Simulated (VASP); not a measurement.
Output of a VASP run:

OUTCAR:
```
 ion  position               nearest neighbor table
   1  0.000  0.247  0.667-   2 2.43   3 2.43
   2  0.753  0.753  0.000-   1 2.43   3 2.43
   3  0.247  0.000  0.333-   2 2.43   1 2.43
  LATTYP: Found a hexagonal cell.
 ALAT       =     4.0880480351
 C/A-ratio  =     1.2416364667
 Subroutine PRICEL returns:
 Original cell was already a primitive cell.
 Subroutine GETGRP returns: Found  6 space group operations
The static configuration has the point symmetry C_2 .
 The point group associated with its full space group is D_3 .
The dynamic configuration has the point symmetry C_2 .
 Subroutine INISYM returns: Found  6 space group operations
 Subroutine IBZKPT returns following result:
 Found     24 irreducible k-points:

 Following reciprocal coordinates:
            Coordinates               Weight
  0.000000  0.000000  0.000000      1.000000
  0.166667  0.000000  0.000000      6.000000
  0.333333  0.000000  0.000000      6.000000
  0.500000  0.000000  0.000000      3.000000
  0.166667  0.166667  0.000000      6.000000
  0.333333  0.166667  0.000000     12.000000
  0.333333  0.333333  0.000000      2.000000
  0.000000  0.000000  0.250000      2.000000
  0.166667  0.000000  0.250000      6.000000
  0.000000  0.166667  0.250000      6.000000
  0.333333  0.000000  0.250000      6.000000
  0.000000  0.333333  0.250000      6.000000
  0.500000  0.000000  0.250000      6.000000
  0.166667  0.166667  0.250000     12.000000
  0.333333  0.166667  0.250000     12.000000
 -0.166667  0.500000  0.250000     12.000000
  0.333333  0.333333  0.250000      4.000000
  0.000000  0.000000  0.500000      1.000000
  0.166667  0.000000  0.500000      6.000000
  0.333333  0.000000  0.500000      6.000000
  0.500000  0.000000  0.500000      3.000000
  0.166667  0.166667  0.500000      6.000000
  0.333333  0.166667  0.500000     12.000000
  0.333333  0.333333  0.500000      2.000000
   k-points           NKPTS =     24   k-points in BZ     NKDIM =     24   number of bands    NBANDS=     13
   number of dos      NEDOS =    301   number of ions     NIONS =      3
   total plane-waves  NPLWV =  36000
   dimension x,y,z NGX =    30 NGY =   30 NGZ =   40
   dimension x,y,z NGXF=    60 NGYF=   60 NGZF=   80
   ions per type =               3
   PREC   = accura    normal or accurate (medium, high low for compatibility)
   ISTART =      0    job   : 0-new  1-cont  2-samecut
   ICHARG =      2    charge: 1-file 2-atom 10-const
   ISPIN  =      1    spin polarized calculation?
   LNONCOLLINEAR =      F non collinear calculations
   LSORBIT =      F    spin-orbit coupling
   INIWAV =      1    electr: 0-lowe 1-rand  2-diag
   ENCUT  =  520.0 eV  38.22 Ry    6.18 a.u.   7.60  7.60  9.44*2*pi/ulx,y,z
   NELM   =    100;   NELMIN=  2; NELMDL= -5     # of ELM steps
   EDIFF  = 0.1E-05   stopping-criterion for ELM
   LREAL  =      F    real-space projection
   NLSPLINE    = F    spline interpolate recip. space projectors
   LMAXMIX     =    4 max onsite mixed and CHGCAR
   VOSKOWN=      0    Vosko Wilk Nusair interpolation
   EDIFFG = -.2E-01   stopping-criterion for IOM
   NSW    =     60    number of steps for IOM
   NBLOCK =      1;   KBLOCK =     60    inner block; outer block
   IBRION =      2    ionic relax: 0-MD 1-quasi-New 2-CG
   NFREE  =      1    steps in history (QN), initial steepest desc. (CG)
   ISIF   =      3    stress and relaxation
   ISYM   =      2    0-nonsym 1-usesym 2-fastsym
   TEIN   =    0.0    initial temperature
   TEBEG  =    0.0;   TEEND  =   0.0 temperature during run
   SMASS  =  -3.00    Nose mass-parameter (am)
   PSTRESS=    0.0 pullay stress
   NELECT =      18.0000    total number of electrons
   EFERMI =   0.00;   METHOD = LEGACY
   ISMEAR =     0;   SIGMA  =   0.05  broadening in eV -4-tet -1-fermi 0-gaus
   IALGO  =     38    algorithm
   LDIAG  =      T    sub-space diagonalisation (order eigenvalues)
   IMIX   =      4    mixing-type and parameters
...
```

**OSZICAR**
```
...
   9 F= -.13194551E+02 E0= -.13194551E+02  d E =-.251018E-01
       N       E                     dE             d eps       ncg     rms          rms(c)
DAV:   1    -0.131959319891E+02   -0.13801E-02   -0.92717E-02   624   0.201E+00    0.324E-01
DAV:   2    -0.131954941177E+02    0.43787E-03   -0.42144E-03   644   0.600E-01    0.147E-01
DAV:   3    -0.131949989003E+02    0.49522E-03   -0.25931E-03   644   0.397E-01    0.537E-02
DAV:   4    -0.131950708825E+02   -0.71982E-04   -0.21246E-04   634   0.177E-01    0.401E-02
DAV:   5    -0.131950394984E+02    0.31384E-04   -0.88251E-05   674   0.118E-01    0.575E-03
DAV:   6    -0.131950788240E+02   -0.39326E-04   -0.40604E-05   629   0.829E-02    0.398E-03
DAV:   7    -0.131950803145E+02   -0.14905E-05   -0.17886E-06   527   0.165E-02    0.126E-03
DAV:   8    -0.131950808675E+02   -0.55308E-06   -0.28589E-07   327   0.655E-03
  10 F= -.13195081E+02 E0= -.13195081E+02  d E =-.529912E-03
       N       E                     dE             d eps       ncg     rms          rms(c)
DAV:   1    -0.131951814405E+02   -0.10113E-03   -0.54754E-03   624   0.491E-01    0.792E-02
DAV:   2    -0.131951589302E+02    0.22510E-04   -0.25435E-04   644   0.150E-01    0.356E-02
DAV:   3    -0.131951310336E+02    0.27897E-04   -0.15109E-04   634   0.965E-02    0.130E-02
DAV:   4    -0.131951357756E+02   -0.47420E-05   -0.15007E-05   624   0.464E-02    0.989E-03
DAV:   5    -0.131951383543E+02   -0.25787E-05   -0.54642E-06   664   0.291E-02    0.144E-03
DAV:   6    -0.131951397247E+02   -0.13703E-05   -0.21279E-06   432   0.184E-02    0.848E-04
DAV:   7    -0.131951398378E+02   -0.11310E-06   -0.12177E-07   312   0.366E-03
  11 F= -.13195140E+02 E0= -.13195140E+02  d E =-.588882E-03
       N       E                     dE             d eps       ncg     rms          rms(c)
DAV:   1    -0.131950170560E+02    0.12267E-03   -0.60581E-02   624   0.165E+00    0.138E-01
DAV:   2    -0.131957723056E+02   -0.75525E-03   -0.36950E-03   724   0.521E-01    0.716E-02
DAV:   3    -0.131957583580E+02    0.13948E-04   -0.25806E-04   664   0.147E-01    0.308E-02
DAV:   4    -0.131957447516E+02    0.13606E-04   -0.12720E-04   684   0.848E-02    0.203E-02
DAV:   5    -0.131957358396E+02    0.89120E-05   -0.38532E-05   629   0.795E-02    0.923E-03
DAV:   6    -0.131957450388E+02   -0.91992E-05   -0.22808E-05   634   0.612E-02    0.353E-03
DAV:   7    -0.131957507207E+02   -0.56819E-05   -0.37828E-06   664   0.239E-02    0.672E-04
DAV:   8    -0.131957507066E+02    0.14018E-07   -0.14680E-07   332   0.432E-03
  12 F= -.13195751E+02 E0= -.13195751E+02  d E =-.610869E-03
       N       E                     dE             d eps       ncg     rms          rms(c)
DAV:   1    -0.131956467771E+02    0.10394E-03   -0.16054E-02   624   0.849E-01    0.708E-02
DAV:   2    -0.131958474258E+02   -0.20065E-03   -0.97578E-04   724   0.268E-01    0.366E-02
DAV:   3    -0.131958440152E+02    0.34106E-05   -0.68629E-05   659   0.754E-02    0.157E-02
DAV:   4    -0.131958404982E+02    0.35170E-05   -0.32362E-05   689   0.428E-02    0.105E-02
DAV:   5    -0.131958374212E+02    0.30770E-05   -0.10508E-05   624   0.416E-02    0.471E-03
DAV:   6    -0.131958395802E+02   -0.21589E-05   -0.60687E-06   634   0.317E-02    0.181E-03
DAV:   7    -0.131958413499E+02   -0.17697E-05   -0.92631E-07   347   0.119E-02    0.301E-04
DAV:   8    -0.131958412554E+02    0.94490E-07   -0.63094E-08   327   0.265E-03
  13 F= -.13195841E+02 E0= -.13195841E+02  d E =-.701418E-03
```

File OUTCAR:
```
------------------------ aborting loop because EDIFF is reached ----------------------------------------
  FORCE on cell =-STRESS in cart. coord.  units (eV):
  Direction    XX          YY          ZZ          XY          YZ          ZX
  --------------------------------------------------------------------------------------
  Total        0.0452869      0.0452869     -0.0319100      0.0000000      0.0000000      0.0000000
  in kB        0.8355937      0.8355937     -0.5887747      0.0000000      0.0000000      0.0000000
  external PRESSURE =       0.3608042 kB  Pullay stress =       0.0000000 kB
  volume of cell :       86.83
      direct lattice vectors                 reciprocal lattice vectors
     2.246347209 -3.890787482  0.000000000     0.222583578 -0.128508689 -0.000000000
     2.246347209  3.890787482 -0.000000000     0.222583578  0.128508689  0.000000000
     0.000000000 -0.000000000  4.967561757     0.000000000  0.000000000  0.201306003
 POSITION                                       TOTAL-FORCE (eV/Angst)
 -----------------------------------------------------------------------------------
      0.49138      0.85109      3.31171        -0.002933     -0.005079     -0.000000
      3.50994     -0.00000      0.00000         0.005865      0.000000     -0.000000
      0.49138     -0.85109      1.65585        -0.002933      0.005079      0.000000
 -----------------------------------------------------------------------------------
    total drift:                               -0.000269     -0.000447      0.000007
  FREE ENERGIE OF THE ION-ELECTRON SYSTEM (eV)
  ---------------------------------------------------
  free  energy   TOTEN  =       -13.1958412554 eV

  energy  without entropy=      -13.1958412554  energy(sigma->0) =      -13.19584126

 reached required accuracy - stopping structural energy minimisation
```
(Selected blocks of OUTCAR.)

File POSCAR:
```
Se
1
    2.0440240226    -3.5403534474     0.0000000000
    2.0440240226     3.5403534474    -0.0000000000
    0.0000000000     0.0000000000     5.0758695182
Se
3
Direct
  1.0000000000   0.2467083398   0.6666670000
  0.7532916602   0.7532916602   0.0000000000
  0.2467083398   1.0000000000   0.3333330000
```

Task: Write an INCAR and KPOINTS that could have produced this output.

Result: Several could match; the one computed here: the input of the run itself, MS2 meta-GGA, plane waves, VASP's PBE PAW potentials (set 64).

INCAR:
```
ALGO = Normal   ! blocked Davidson
ENCUT = 520
ISIF = 3   ! ions, shape and volume
LASPH = .True.   ! aspherical one-centre terms
LREAL = .False.
SYSTEM = Se
PREC = Accurate
SIGMA = 0.05
LCHARG = .False.
LMAXMIX = 4   ! l cut-off of mixed one-centre charges
ISMEAR = 0   ! Gaussian
NSW = 60   ! most ionic steps
IBRION = 2
EDIFFG = -0.02   ! ionic stop
LMIXTAU = .True.
LWAVE = .False.
METAGGA = MS2
NELM = 100
EDIFF = 1E-6   ! SCF stop (eV)
```

KPOINTS:
```
Automatic mesh
0
Gamma
6 6 4
0 0 0
```

POTCAR, in this order: Se (PBE.64 set). Program: vasp_std.

Energy and stress use the plane-wave basis of the starting cell.

The compound is Se in the trig structure. This run relaxes it. Symmetry was kept, so distortions that lower it aren't found. The start is the result of an earlier pass.
